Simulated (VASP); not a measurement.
## Ti4Ge3: relaxation of cell and atoms with PBE

Ti4Ge3:

```xyz
7
Lattice="3.9928 0.0000 0.0000 0.0000 3.9928 0.0000 0.0000 0.0000 8.0683" Properties=species:S:1:pos:R:3 pbc="T T T"
Ti    0.0000    1.9964    5.2464
Ti    1.9964    0.0000    5.2464
Ti    0.0000    1.9964    2.8219
Ti    1.9964    0.0000    2.8219
Ge    1.9964    1.9964    4.0341
Ge    0.0000    1.9964    0.0000
Ge    1.9964    0.0000    0.0000
```

The cell was built by a generator and needn't be a form met in nature.

```
Program                : VASP 6.6.1
Task                   : relaxation of cell and atoms
Functional             : PBE
Potentials or basis    : VASP PAW PBE potentials, release 64 (Ti_sv, Ge_d)
Cutoff                 : 520 eV
k mesh                 : 4 × 4 × 2
Occupations            : gaussian, width 0.15 eV
Spin                   : no spin polarisation
Further INCAR settings : PREC = Normal; ALGO = Fast; EDIFF = 0.0001; IBRION = 2; EDIFFG = -0.08; NSW = 24; ISIF = 3
```

```json
{"Relaxed volume": "19.46 Å³/atom", "Relaxed cell": "a = 4.013 Å, b = 4.013 Å, c = 8.458 Å, α = 90.00°, β = 90.00°, γ = 90.00°", "Space group after relaxing (to 0.05 Å)": "P4/mmm (No. 123)", "Energy gained by relaxing": "511.3 meV/atom", "Ionic steps": "16", "Pressure after relaxing": "0.0 GPa", "Largest force after relaxing": "0.040 eV/Å", "Band gap on the k mesh": "none (metal or under the smearing width)"}
```

Forces in eV/Å, atoms in the order of the input:
```
Ti   0.000  0.000  0.040
Ti   0.000  0.000  0.040
Ti   0.000  0.000 -0.040
Ti   0.000  0.000 -0.040
Ge   0.000  0.000  0.000
Ge   0.000  0.000  0.000
Ge   0.000  0.000  0.000
```

Step by step:
```csv
step,energy change (eV),largest force (eV/Å),pressure (GPa),volume (Å³)
1,0.0000,5.0917,16.66,128.63
2,-1.6014,0.2850,-9.03,167.57
3,-2.5180,1.4768,-5.16,150.33
4,-3.0897,1.0154,-0.06,140.32
5,-3.1459,0.5471,3.67,133.96
6,-3.4603,0.5912,2.36,135.88
7,-3.4775,0.5066,0.97,135.76
8,-3.5014,0.3297,1.17,135.51
9,-3.3633,0.2232,-0.75,138.26
10,-3.5702,0.0123,-1.16,137.90
11,-3.5716,0.0293,-0.84,137.72
12,-3.5780,0.0958,-0.13,135.91
13,-3.5782,0.0966,0.74,135.74
14,-3.5784,0.0878,-0.45,135.88
15,-3.5784,0.0972,0.18,135.81
16,-3.5793,0.0398,0.04,136.22
```

Final structure:
```cif
data_structure
_symmetry_space_group_name_H-M 'P 1'
_symmetry_Int_Tables_number 1
_cell_length_a 4.0132
_cell_length_b 4.0132
_cell_length_c 8.4581
_cell_angle_alpha 90.000
_cell_angle_beta 90.000
_cell_angle_gamma 90.000
_cell_volume 136.22
loop_
_atom_site_label
_atom_site_type_symbol
_atom_site_fract_x
_atom_site_fract_y
_atom_site_fract_z
_atom_site_occupancy
Ti1 Ti 0.00000 0.50000 0.69412 1
Ti2 Ti 0.50000 0.00000 0.69412 1
Ti3 Ti 0.00000 0.50000 0.30588 1
Ti4 Ti 0.50000 0.00000 0.30588 1
Ge1 Ge 0.50000 0.50000 0.50000 1
Ge2 Ge 0.00000 0.50000 0.00000 1
Ge3 Ge 0.50000 0.00000 0.00000 1
```

Levels at points of the mesh, in eV from the Fermi level:
| k point | band 43 | band 44 | band 45 | band 46 | band 47 | band 48 |
| --- | --- | --- | --- | --- | --- | --- |
| (0.00, 0.00, 0.00) | -1.11 | -0.83 | -0.67 | 0.50 | 0.52 | 0.52 |
| (0.50, 0.00, 0.00) | 0.10 | 0.11 | 0.47 | 0.74 | 0.80 | 0.90 |
| (0.50, 0.50, 0.00) | -0.38 | -0.38 | -0.35 | -0.34 | -0.14 | -0.14 |
| (0.00, 0.00, 0.50) | -1.27 | -0.83 | -0.68 | -0.30 | 1.44 | 1.44 |
| (0.50, 0.00, 0.50) | 0.10 | 0.13 | 0.18 | 0.46 | 0.84 | 0.87 |
| (0.50, 0.50, 0.50) | -0.64 | -0.64 | -0.37 | 0.08 | 0.08 | 0.31 |

Run time: 16 min on 1 thread of Intel(R) Xeon(R) 6975P-C (Granite Rapids), with other jobs on the host, peak memory 0.22 GiB.

Caveat: the k mesh is coarse (spacing up to 0.39 Å⁻¹), so the values aren't converged; the relaxation stopped at a loose force limit of 0.08 eV/Å, so its end isn't a converged minimum.
